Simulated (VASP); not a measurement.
These are PBEsol GGA + U (Dudarev), VASP's PBE PAW potentials (set 64) (plane waves; VASP 6.6.1) values and carry that method's errors.

Input for VASP

**KPOINTS**
```
Automatic mesh
0
Gamma
 10 10 9
```

File POSCAR:
```
TaN
1
    2.9380000000     0.0000000000     0.0000000000
   -1.4690000000     2.5443830000     0.0000000000
    0.0000000000     0.0000000000     2.8830000000
N Ta
1 1
Direct
 -0.0093550000  -0.0488210000  -0.0148650000
  0.3426880000   0.7154880000   0.5148650000
```

### INCAR
```
# general
SYSTEM   = TaN
PREC     = Accurate
ENCUT    = 400
LREAL    = .FALSE.
LASPH    = .TRUE.

# electronic loop
EDIFF    = 1E-6
NELM     = 100
ALGO     = Normal
LMAXMIX  = 6

# smearing
ISMEAR   = 0
SIGMA    = 0.05

# functional
GGA      = PS

# DFT+U
LDAU     = .TRUE.
LDAUTYPE = 2
LDAUL    = -1 2
LDAUU    = 0 5.0
LDAUJ    = 0 0

# ions
ISIF     = 2

# output
LWAVE    = .FALSE.
LCHARG   = .FALSE.
```

POTCAR, in this order: N Ta_pv (PBE.64 set). Program: vasp_std.

What VASP printed:

### OUTCAR
```
 ion  position               nearest neighbor table
   1  0.991  0.951  0.985-   2 2.03   2 2.14   2 2.15   2 2.26   2 2.37   2 2.47
   2  0.343  0.715  0.515-   1 2.03   1 2.14   1 2.15   1 2.26   1 2.37   1 2.47
  LATTYP: Found a hexagonal cell.
 ALAT       =     2.9380000000
 C/A-ratio  =     0.9812797822
 Subroutine PRICEL returns:
 Original cell was already a primitive cell.
 Subroutine GETGRP returns: Found  1 space group operations
The static configuration has the point symmetry C_1 .
The dynamic configuration has the point symmetry C_1 .
 Subroutine INISYM returns: Found  1 space group operations
 Subroutine IBZKPT returns following result:
 Found    452 irreducible k-points:

 Following reciprocal coordinates:
            Coordinates               Weight
  0.000000  0.000000  0.000000      1.000000
  0.100000 -0.000000  0.000000      2.000000
  0.000000  0.100000  0.000000      2.000000
 -0.100000  0.100000  0.000000      2.000000
  0.200000 -0.000000  0.000000      2.000000
  0.000000  0.200000  0.000000      2.000000
 -0.200000  0.200000  0.000000      2.000000
  0.300000  0.000000  0.000000      2.000000
  0.000000  0.300000  0.000000      2.000000
 -0.300000  0.300000  0.000000      2.000000
  0.400000 -0.000000  0.000000      2.000000
  0.000000  0.400000  0.000000      2.000000
 -0.400000  0.400000  0.000000      2.000000
  0.500000  0.000000  0.000000      1.000000
  0.000000  0.500000  0.000000      1.000000
  0.500000  0.500000  0.000000      1.000000
  0.100000  0.100000  0.000000      2.000000
 -0.100000  0.200000  0.000000      2.000000
 -0.200000  0.100000  0.000000      2.000000
  0.200000  0.100000  0.000000      2.000000
 -0.100000  0.300000  0.000000      2.000000
 -0.300000  0.200000  0.000000      2.000000
 -0.200000  0.300000  0.000000      2.000000
...
```

File OSZICAR:
```
       N       E                     dE             d eps       ncg     rms          rms(c)
DAV:   1     0.773116121153E+02    0.77312E+02   -0.78055E+03 10892   0.114E+03
DAV:   2    -0.189550624057E+02   -0.96267E+02   -0.91342E+02 12488   0.297E+02
DAV:   3    -0.217451289165E+02   -0.27901E+01   -0.27548E+01 13704   0.490E+01
DAV:   4    -0.217709816028E+02   -0.25853E-01   -0.25829E-01 12088   0.466E+00
DAV:   5    -0.217712626847E+02   -0.28108E-03   -0.28105E-03 13496   0.408E-01    0.245E+01
DAV:   6    -0.189002117314E+02    0.28711E+01   -0.95064E+00 13040   0.313E+01    0.104E+01
DAV:   7    -0.188170996111E+02    0.83112E-01   -0.55140E-01 12500   0.651E+00    0.637E+00
DAV:   8    -0.187888363571E+02    0.28263E-01   -0.19357E-01 13124   0.405E+00    0.862E-01
DAV:   9    -0.187829152639E+02    0.59211E-02   -0.28490E-02 12876   0.135E+00    0.282E-01
DAV:  10    -0.187832745899E+02   -0.35933E-03   -0.32425E-03 12600   0.645E-01    0.767E-02
DAV:  11    -0.187831844444E+02    0.90146E-04   -0.37775E-04 13080   0.190E-01    0.189E-02
DAV:  12    -0.187831873014E+02   -0.28569E-05   -0.19101E-05 12364   0.477E-02    0.509E-03
DAV:  13    -0.187831876333E+02   -0.33192E-06   -0.70147E-07  8264   0.913E-03
   1 F= -.18783188E+02 E0= -.18783108E+02  d E =-.159974E-03
```

**OUTCAR**
```
------------------------ aborting loop because EDIFF is reached ----------------------------------------
  FORCE on cell =-STRESS in cart. coord.  units (eV):
  Direction    XX          YY          ZZ          XY          YZ          ZX
  --------------------------------------------------------------------------------------
  Total        2.8979385      1.4354804      3.5762787     -0.6017119      0.7707453     -0.6088444
  in kB      215.4372682    106.7158516    265.8661309    -44.7321984     57.2984096    -45.2624446
  external PRESSURE =     196.0064169 kB  Pullay stress =       0.0000000 kB
  volume of cell :       21.55
      direct lattice vectors                 reciprocal lattice vectors
     2.938000000  0.000000000  0.000000000     0.340367597  0.196511296  0.000000000
    -1.469000000  2.544383000  0.000000000     0.000000000  0.393022591  0.000000000
     0.000000000  0.000000000  2.883000000     0.000000000  0.000000000  0.346860909
 POSITION                                       TOTAL-FORCE (eV/Angst)
 -----------------------------------------------------------------------------------
      1.51323      2.42016      2.84014        -1.660957      2.894781      1.656588
     -0.04423      1.82048      1.48436         1.660957     -2.894781     -1.656588
 -----------------------------------------------------------------------------------
    total drift:                                0.000221     -0.000016      0.000272
  FREE ENERGIE OF THE ION-ELECTRON SYSTEM (eV)
  ---------------------------------------------------
  free  energy   TOTEN  =       -18.7831876333 eV

  energy  without entropy=      -18.7830276590  energy(sigma->0) =      -18.78310765
```
(Selected blocks of OUTCAR.)

At this cut-off the stress carries a Pulay error, which pulls relaxed volumes low.

The structure comes from a measured TaN entry of the Crystallography Open Database, whose conditions weren't checked. The cell was not relaxed at this level, atoms are displaced from their ideal sites. The run is one of a series of settings (LDAU = .TRUE., LDAUJ = 0 0, LDAUL = -1 2, LDAUTYPE = 2, LDAUU = 0 5.0 against the base run), some of them coarse on purpose.
